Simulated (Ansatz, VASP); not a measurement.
**Cross-check of AgCl between VASP and Ansatz**

One calculation is typed for both programs; each brings its own data sets. How far apart do they land? The cell is taken from a series of runs on this material, whose earlier steps may have relaxed, scaled, displaced or heated it; both programs get it as it stands.

Method: plane waves, with VASP 6.6.1 beside it; relaxation of cell and atoms at PBE, in Ansatz 0.2.0.

## (1) The structure

It takes space group Fm-3m (No. 225, cubic). The conventional cell has a = 5.612 Å, b = 5.612 Å, c = 5.612 Å, α = 90.00°, β = 90.00°, γ = 90.00°. Ag has 6 Cl at 2.81 Å nearest. Nearest to Cl lie 6 Ag at 2.81 Å. Farther neighbours and most contacts between anions are not listed.

As a file:

```
Ag Cl
1.0
     0.00000    2.80603    2.80603
     2.80603    0.00000    2.80603
     2.80603    2.80603    0.00000
Ag Cl
1 1
Cartesian
  0.0000 0.0000 0.0000
  2.8060 2.8060 2.8060
```

## (2) VASP: relaxation of cell and atoms, PBE

The relaxed volume is the usual yardstick between codes: in a stiff, nearly cubic crystal its relative difference is about their pressure difference at one cell divided by the bulk modulus.

Lines of VASP's logs that name or quote its potential files are left out, and so is its time.

INCAR reads:

```
SYSTEM = AgCl
PREC = Accurate
ENCUT = 500
EDIFF = 1E-07
NELM = 120
ISMEAR = 0
SIGMA = 0.01
LREAL = .FALSE.
ALGO = Normal
GGA = PE
NBANDS = 15
LASPH = .TRUE.
LORBIT = 11
LWAVE = .FALSE.
LCHARG = .FALSE.
ISIF = 3
IBRION = 2
NSW = 80
EDIFFG = -0.005
GGA_COMPAT = .FALSE.
NELMIN = 4
EFERMI = MIDGAP
KPAR = 2
```

POSCAR reads:

```
AgCl
1.0
    0.0000000000      2.8060280000      2.8060280000
    2.8060280000      0.0000000000      2.8060280000
    2.8060280000      2.8060280000      0.0000000000
Ag Cl
1 1
Direct
    0.0000000000      0.0000000000      0.0000000000
    0.5000000000      0.5000000000      0.5000000000
```

KPOINTS reads:

```
Automatic mesh
0
Gamma
8 8 8
0 0 0
```

The projector-augmented-wave data sets are Ag and Cl (PBE family, release 64).

Run with:

```
> mpirun -np 2 vasp_std
```

Numbers of over 12 decimals in the logs are rounded to 6 here.

The log of the run:

```text
[banner, memory and clock lines left out]
running    2 mpi-ranks, on    1 nodes
 distrk:  each k-point on    1 cores,    2 groups
 distr:  one band on    1 cores,    1 groups

 POSCAR found type information on POSCAR AgCl
 POSCAR found :  2 types and       2 ions
 LDA part: xc-table for (Slater+PW92), standard interpolation
 POSCAR, INCAR and KPOINTS ok, starting setup
 FFT: planning ... GRIDC
 FFT: planning ... GRID_SOFT
 FFT: planning ... GRID
 WAVECAR not read
 entering main loop
       N       E                     dE             d eps       ncg     rms          rms(c)
DAV:   1     0.999262647484E+02    0.99926E+02   -0.83885E+03   878   0.103E+03
DAV:   2    -0.166461124974E+01   -0.10159E+03   -0.94319E+02  1066   0.228E+02
DAV:   3    -0.556239587525E+01   -0.38978E+01   -0.38869E+01  1101   0.473E+01
DAV:   4    -0.559167100630E+01   -0.29275E-01   -0.29272E-01  1101   0.441E+00
DAV:   5    -0.559208413049E+01   -0.41312E-03   -0.41312E-03  1129   0.522E-01    0.558E+00
DAV:   6    -0.540570615675E+01    0.18638E+00   -0.27439E-01  1118   0.685E+00    0.363E+00
DAV:   7    -0.540169809828E+01    0.40081E-02   -0.97110E-02   996   0.220E+00    0.190E+00
DAV:   8    -0.540107387903E+01    0.62422E-03   -0.50939E-03  1059   0.768E-01    0.291E-01
DAV:   9    -0.540115042282E+01   -0.76544E-04   -0.51732E-04  1108   0.313E-01    0.450E-02
DAV:  10    -0.540122616079E+01   -0.75738E-04   -0.12199E-04  1010   0.997E-02    0.355E-02
DAV:  11    -0.540122996529E+01   -0.38045E-05   -0.40477E-06  1115   0.152E-02    0.279E-03
DAV:  12    -0.540123001451E+01   -0.49218E-07   -0.26706E-07  1073   0.560E-03
   1 F= -.54012300E+01 E0= -.54012300E+01  d E =-.540123E+01
 curvature:   0.00 expect dE= 0.000E+00 dE for cont linesearch  0.000E+00
 trial: gam= 0.00000 g(F)=  0.199E-62 g(S)=  0.969E-04 ort = 0.000E+00 (trialstep = 0.100E+01)
 search vector abs. value=  0.969E-04
 bond charge predicted
       N       E                     dE             d eps       ncg     rms          rms(c)
DAV:   1    -0.540255644124E+01   -0.13265E-02   -0.21757E-02   870   0.148E+00    0.243E-01
DAV:   2    -0.540136277642E+01    0.11937E-02   -0.29387E-03   898   0.605E-01    0.724E-02
DAV:   3    -0.540128657639E+01    0.76200E-04   -0.22549E-04  1031   0.116E-01    0.519E-02
DAV:   4    -0.540128589523E+01    0.68116E-06   -0.72173E-06  1017   0.233E-02    0.170E-02
DAV:   5    -0.540128791507E+01   -0.20198E-05   -0.12446E-06  1003   0.160E-02    0.222E-03
DAV:   6    -0.540128803691E+01   -0.12183E-06   -0.37497E-07   968   0.670E-03    0.103E-03
DAV:   7    -0.540128797881E+01    0.58099E-07   -0.23809E-08   498   0.125E-03
   2 F= -.54012880E+01 E0= -.54012880E+01  d E =-.579643E-04
 trial-energy change:   -0.000058  1 .order   -0.000057   -0.000097   -0.000017
 step:   1.1870(harm=  1.2069)  dis= 0.00000  next Energy=    -5.401290 (dE=-0.595E-04)
 reached required accuracy - stopping structural energy minimisation
```

From OUTCAR (step 2):

```text
ion  position               nearest neighbor table
   1  0.000  0.000  0.000-   2 2.81   2 2.81   2 2.81   2 2.81   2 2.81   2 2.81
   2  0.500  0.500  0.500-   1 2.81   1 2.81   1 2.81   1 2.81   1 2.81   1 2.81

  LATTYP: Found a face centered cubic cell.
 ALAT       =     5.6120560000

 Subroutine GETGRP returns: Found 48 space group operations
 (whereof 48 operations were pure point group operations)

The static configuration has the point symmetry O_h .

 Found     29 irreducible k-points:

   k-points           NKPTS =     29   k-points in BZ     NKDIM =     29   number of bands    NBANDS=     15

   dimension x,y,z NGX =    30 NGY =   30 NGZ =   30
   dimension x,y,z NGXF=    60 NGYF=   60 NGZF=   60

   ENCUT  =  500.0 eV  36.75 Ry    6.06 a.u.   7.24  7.24  7.24*2*pi/ulx,y,z

   NELECT =      18.0000    total number of electrons

 k-points in reciprocal lattice and weights: Automatic mesh
   0.00000000  0.00000000  0.00000000       0.002
   0.12500000  0.00000000  0.00000000       0.016
   0.25000000  0.00000000  0.00000000       0.016
   0.37500000  0.00000000  0.00000000       0.016
   0.50000000  0.00000000  0.00000000       0.008
   0.12500000  0.12500000  0.00000000       0.012
   0.25000000  0.12500000  0.00000000       0.047
   0.37500000  0.12500000  0.00000000       0.047
   0.50000000  0.12500000  0.00000000       0.047
[...]
-0.37500000  0.50000000  0.12500000       0.023
  -0.25000000  0.50000000  0.25000000       0.012

 average (electrostatic) potential at core
       1 -73.4375       2 -91.7557

 E-fermi :   3.8692

 k-point     1 :       0.0000    0.0000    0.0000
  band No.  band energies     occupation
    ...
      5       1.1365      2.00000
      6       1.1365      2.00000
      7       1.2212      2.00000
      8       1.2212      2.00000
      9       1.2212      2.00000
     10       4.3288      0.00000
     11      14.2777      0.00000
     12      14.2777      0.00000
     13      14.2777      0.00000
     14      15.8413      0.00000
    ...

 k-point     2 :       0.1250    0.0000    0.0000
  band No.  band energies     occupation
    ...
      5       1.1475      2.00000
      6       1.1475      2.00000
      7       1.3679      2.00000
      8       1.9381      2.00000
      9       1.9381      2.00000
     10       5.0207      0.00000
     11      12.9143      0.00000
     12      13.9236      0.00000
     13      13.9236      0.00000
     14      15.3900      0.00000
    ...

 k-point     3 :       0.2500    0.0000    0.0000
  band No.  band energies     occupation
    ...
      5       1.2632      2.00000
      6       1.2632      2.00000
      7       1.5077      2.00000
      8       2.6576      2.00000
      9       2.6576      2.00000
     10       6.3140      0.00000
     11      11.2320      0.00000
     12      12.6156      0.00000
     13      12.6156      0.00000
     14      15.6760      0.00000
    ...

  Total       -0.0062742     -0.0062742     -0.0062742      0.0000000      0.0000000     -0.0000000
  in kB       -0.2280940     -0.2280940     -0.2280940      0.0000000      0.0000000     -0.0000000
  external PRESSURE =      -0.2280940 kB  Pullay stress =       0.0000000 kB

  energy-cutoff  :      500.00
  volume of cell :       44.07
      direct lattice vectors                 reciprocal lattice vectors
     0.000000000  2.803551039  2.803551039    -0.178345246  0.178345246  0.178345246
     2.803551039  0.000000000  2.803551039     0.178345246 -0.178345246  0.178345246
     2.803551039  2.803551039 -0.000000000     0.178345246  0.178345246 -0.178345246

 POSITION                                       TOTAL-FORCE (eV/Angst)
 -----------------------------------------------------------------------------------
      5.60710      2.80355      2.80355         0.000000     -0.000000     -0.000000
      2.80355      2.80355      2.80355        -0.000000      0.000000      0.000000
 -----------------------------------------------------------------------------------
    total drift:                                0.000000      0.000000      0.000000

  FREE ENERGIE OF THE ION-ELECTRON SYSTEM (eV)
  ---------------------------------------------------
  free  energy   TOTEN  =        -5.4012879788 eV

  energy  without entropy=       -5.4012879788  energy(sigma->0) =       -5.40128798

 reached required accuracy - stopping structural energy minimisation

 total charge
# of ion       s       p       d       tot
------------------------------------------
    1        0.190   0.128   9.372   9.691
    2        1.603   3.470   0.000   5.073
--------------------------------------------------
tot          1.793   3.599   9.372  14.764

[... 3 further parts left out ...]
```

CONTCAR:

```
AgCl
   1.00000000000000
     0.0000000000000000    2.8035510387615776    2.8035510387615776
     2.8035510387615776    0.0000000000000000    2.8035510387615776
     2.8035510387615776    2.8035510387615776   -0.0000000000000000
  Ag              Cl
     1     1
Direct
     0.0000000000000000    1.0000000000000000    1.0000000000000000
     0.5000000000000000    0.5000000000000000    0.5000000000000000
```

The run keeps the 48 symmetry operations of its start, so it cannot find a distortion of lower symmetry.

## (3) Ansatz: relaxation of cell and atoms, PBE

Ansatz runs on its default PAW (the set named soft_2) files.

The same cell, functional and mesh now go to Ansatz, which takes its cutoff from its data sets.

input.yaml reads:

```yaml
crystal:
  lattice:
    - [0.0, 2.8060282262, 2.8060282262]
    - [2.8060282262, 0.0, 2.8060282262]
    - [2.8060282262, 2.8060282262, 0.0]
  atoms:
    - { symbol: Ag, position: [0.0, 0.0, 0.0] }
    - { symbol: Cl, position: [0.5, 0.5, 0.5] }
kpoints:
  mp_grid: { grid: [8, 8, 8] }
hamiltonian:
  xc: pbe
scf:
  occupations: { method: fixed }
output:
  forces: true
  stress: true
  eigenvalues: true
relax:
  adjacent_minimum: "off"
  f_tol: 0.001
  max_steps: 60
  cell: { stress_tol: 0.01 }
```

Run with:

```
> ansatz run input.yaml --threads 4 --pin off --max-ram 7168MiB --backend cpu --events-out ev --progress --plain --runs-dir out
```

The log of the run:

```text
Engine: ansatz 0.2.0, aarch64-unknown-linux-gnu
Pseudopotentials: kind: paw
Pseudopotential: Ag, paw, valence charge 19, recommended cutoff 420 eV (normal), Ag.paw.azcp
Pseudopotential: Cl, paw, valence charge 7, recommended cutoff 420 eV (normal), Cl.paw.azcp
Functional definition: PBE
  parameter kappa = 0.804
  parameter beta = 0.066725
  exchange = pbe_x(kappa = kappa, mu = beta*pi^2/3)
  correlation = pbe_c(beta = beta)
Crystal: 2 atoms, lattice volume = 44.188 Å³
Basis set: ecut = 420 eV, 869 PW (Γ), exchange–correlation on 54×54×54 points (8 copies of the dense FFT grid, shifted against one another)
Bands: 17, of which v1, the nominal top of the filled ones, is band 13 counted from 1 (12 counted from 0)
Symmetry: 48 space group operations
Space group: Fm-3m (ITA 225), of the structure as read, at distance tolerance 3.5e-5 Å
k-points: 29 of 512
Non-local potential: Ag, projectors of the file, l = 0: 3, l = 1: 2, l = 2: 2, l = 3: 1
Non-local potential: Cl, projectors of the file, l = 0: 2, l = 1: 2, l = 2: 2
PAW form: soft (Blöchl's): semilocal exchange-correlation on the pseudo side does not see the compensation charge
PAW one-centre angular grid: Ag, 590 points (default); XC on 64 Gauss nodes
PAW one-centre angular grid: Cl, 110 points (default); XC on 64 Gauss nodes
Initial density: superposition of atomic densities (neutral atoms: chi_scale 0, normalization atom), corrected by the library's trained network
Initial wavefunctions: pseudopotential atomic-orbital guess
Functional: x = pbe(κ = 0.804, μ = 0.219515), c = pbe(β = 0.066725)
SCF iter   1: F=—  HF=-8670.897822 eV  |F-HF|=—  |Δ(HF+E_count)|=         —  Δρ=4.18e-4  dr2=3.87e-5  ethr=1.77e-3  ⟨swp⟩=4.8  Hψ=2033  notcnv=0  defer=48
preconditioner: auto → none  [insulator: Δε(μ)=0.919 eV  Ē_g=10.779 eV  n_scr=14 (ndim 8)  ℏωp=23.7 eV  f_vac=0.039  ε∞_Penn≈5.8]
SCF iter   2: F=—  HF=-8670.898557 eV  |F-HF|=—  |Δ(HF+E_count)|=   7.35e-4  Δρ=1.90e-4  dr2=9.46e-6  ethr=1.49e-7  ⟨swp⟩=3.0  Hψ=1372  notcnv=0  defer=55
SCF iter   3: F=—  HF=-8670.898572 eV  |F-HF|=—  |Δ(HF+E_count)|=   1.45e-5  Δρ=9.26e-5  dr2=1.40e-6  ethr=3.64e-8  ⟨swp⟩=2.0  Hψ=750  notcnv=0  defer=55
iter 4 did not close the SCF: its close was put off for the readings that it lacked (scf_convergence_deferred on its scf_iter line)
SCF iter   4: F=-8670.898578 eV  HF=-8670.898578 eV  |F-HF|=1.50e-7  |Δ(HF+E_count)|=   6.17e-6  Δρ=1.52e-5  dr2=5.64e-8  ethr=5.40e-9  ⟨swp⟩=2.0  Hψ=754  notcnv=0  defer=57
iter 5 did not close the SCF: its close was put off for the readings that it lacked (scf_convergence_deferred on its scf_iter line)
SCF iter   5: F=-8670.898578 eV  HF=-8670.898578 eV  |F-HF|=3.33e-8  |Δ(HF+E_count)|=   1.95e-7  Δρ=1.16e-5  dr2=4.93e-8  ethr=2.17e-10  ⟨swp⟩=2.0  Hψ=870  notcnv=0  defer=57
SCF iter   6: F=-8670.898578 eV  HF=-8670.898578 eV  |F-HF|=1.56e-10  |Δ(HF+E_count)|=   7.70e-9  Δρ=2.65e-6  dr2=2.40e-9  ethr=1.89e-10  ⟨swp⟩=5.4  Hψ=2454  notcnv=0
SCF 1 converged in 6 iterations: F = -8670.898578 eV  dr2 = 2.40e-9
  greatest PAW one-centre occupation: 1.000 electrons in one spin orbital (limit 2), on the Ag atom at site 0 (counted from 0), in its partial waves of l = 0
relax step   1: F+E_penalty+E_count = -8670.89857822 eV  Δ(F+E_penalty+E_count) = +0.000e0 eV  max|allowed force component| = 2.735e-29 eV/Å  Δτ_max = 0.0000 Å  P = -0.011 GPa  Ω = 44.188 Å³  (6 SCF iters, dr2 threshold 1.00e-7 eV, accepted)
[...]
relax step   2: F+E_penalty+E_count = -8670.89858153 eV  Δ(F+E_penalty+E_count) = -3.315e-6 eV  max|allowed force component| = 2.209e-29 eV/Å  Δτ_max = 0.0000 Å  P = +0.001 GPa  Ω = 44.175 Å³  energy of the carried Pulay correction = +2.901e-6 eV  (4 SCF iters, dr2 threshold 3.20e-10 eV, accepted)
[...]
relax step   3: F+E_penalty+E_count = -8670.89858153 eV  Δ(F+E_penalty+E_count) = -3.638e-11 eV  max|allowed force component| = 3.800e-29 eV/Å  Δτ_max = 0.0000 Å  P = +0.001 GPa  Ω = 44.175 Å³  stress off target by 1.04e-3 GPa  SCF on the basis re-selected at this cell (its energy is not comparable with the rows above)  (5 SCF iters)
basis re-selected at this cell: Δ(F+E_penalty+E_count) = -3.638e-11 eV, ΔP = +0.000 GPa vs the last step (what re-selecting the basis moved, of the pressure what is left beyond the Pulay correction that the steps carried, after the strain that the cell walked since its last selection, with what the two solves' SCF thresholds leave and, on support functions, any second-order correction that the steps lacked; it is no  [...]
SCF converged after 5 iterations
Free energy (F): -8670.898582 eV
Harris-Foulkes:  -8670.898582 eV  (|F-HF|=0.00e0)
Internal energy: -8670.898582 eV  (E = F + TS)
E sigma→0 (E₀):  -8670.898582 eV
Fermi energy:    7.519524 eV
--- Per-component energies (eV) ---
  E_band       = -370.147383
  E_kinetic    = 688.786285
  E_local      = -3263.986990  (includes V_loc(G=0)·N_el)
  E_nonlocal   = 112.666647
  E_hartree    = 1430.056273
  E_xc         = -289.758778
  E_vxc        = -353.853161  (∫ρ·V_xc dr)
  E_paw        = -4564.885240  (= ΣΔE_a)
  E_vpaw       = -413.873111  (= ΣTr[D̂ρ^β])
  E_aug_tail   = 0.000405  (compensation charges beyond the density's cutoff)
  E_ewald      = -2783.777184
  E_smearing   = -0.000000  (= −TS)
  E_closure    = -0.000000  (closes the sum)
  Σ components = -8670.898582   (vs F -8670.898582, Δ=0.00e0)
--- Forces (eV/Å), atoms counted from 1 ---
  atom   1  Ag     0.00000000    -0.00000000    -0.00000000
  atom   2  Cl    -0.00000000     0.00000000    -0.00000000
  max |Σ_I F_I| component: 5.86e-29 eV/Å
--- Stress (GPa, compression-positive) ---
        0.001041      -0.000000      -0.000000
       -0.000000       0.001041      -0.000000
       -0.000000      -0.000000       0.001041
  P = ⅓ Tr σ = 0.0010 GPa (0.010 kbar)
--- Band table (eV; the first three rows and the last of 29) ---
  k-point 0: bands = [... 9 lower, 5.2526, 5.3448, 5.3448, 5.3448, 8.4424, 18.2391, 18.2391, 18.2391]
  k-point 1: bands = [... 9 lower, 5.2636, 5.4850, 6.0552, 6.0552, 9.1330, 16.9538, 17.9210, 17.9210]
  k-point 2: bands = [... 9 lower, 5.3785, 5.6232, 6.7713, 6.7713, 10.4243, 15.3098, 16.6520, 16.6520]
  k-point 28: bands = [... 9 lower, 5.6358, 5.6467, 5.6585, 6.4189, 11.6666, 15.3785, 15.3785, 15.4858]
--- Relaxed structure (2 steps of the walk, 2 accepted, 1 SCFs on fresh bases) ---
  F+E_penalty+E_count = -8670.89858153 eV   max|allowed force component| = 3.800e-29 eV/Å   (the final SCF, on the basis selected at the relaxed cell)
  cell:  # Å, volume = 44.1752 Å³
    - [0, 2.805753, 2.805753]
    - [2.805753, 0, 2.805753]
    - [2.805753, 2.805753, 0]
  atoms:
    - { symbol: Ag, position: [0, 0, 0] }
    - { symbol: Cl, position: [0.500000, 0.500000, 0.500000] }
```

## (4) Differences

Known differences besides the potentials themselves: fixed occupations in Ansatz, narrow Gaussian smearing in VASP; the data sets hold 26 valence electrons in Ansatz (on its default PAW (the set named soft_2) files) and 18 in VASP; the cutoff is 420 eV in Ansatz and 500 eV in VASP; Ansatz adds a Pulay correction to the stress that steers its cell, VASP none. Total energies have different zeros and are not compared.

Both answers:

| quantity | Ansatz | VASP | difference |
| --- | --- | --- | --- |
| volume (Å³) | 44.18 | 44.07 | +0.24 % |
| edge a after relaxation, in the typed setting (Å) | 3.968 | 3.965 | +0.08 % |

## (5) Summary of results

```json
{
 "difference in volume (relaxation of cell and atoms, PBE)": "0.24 %"
}
```

What this shows: The difference in volume is 0.24 % (relaxation of cell and atoms, PBE), within the 1.2 % picked in this series as the mark of a large difference, as far as the stopping tolerances let one tell. The data sets hold unlike numbers of valence electrons (26 in Ansatz and 18 in VASP), so part of the differences comes from the potentials. Such differences can come from data sets, numerical settings and the points named under the comparisons, not from the functional's error against experiment.

[Lines on the potential files, build, host, timing and source positions are cut from VASP's logs without a mark.]

[Logs are printed without paths, hosts, clocks, repeated set-up lines and the standing remarks that a program may print on its own settings, such as how far it seeks lower states.]

[Hosts, paths, dates, database ids (printed as entryN), source tags and the programs' standing remarks are cut or masked in the printed files.]
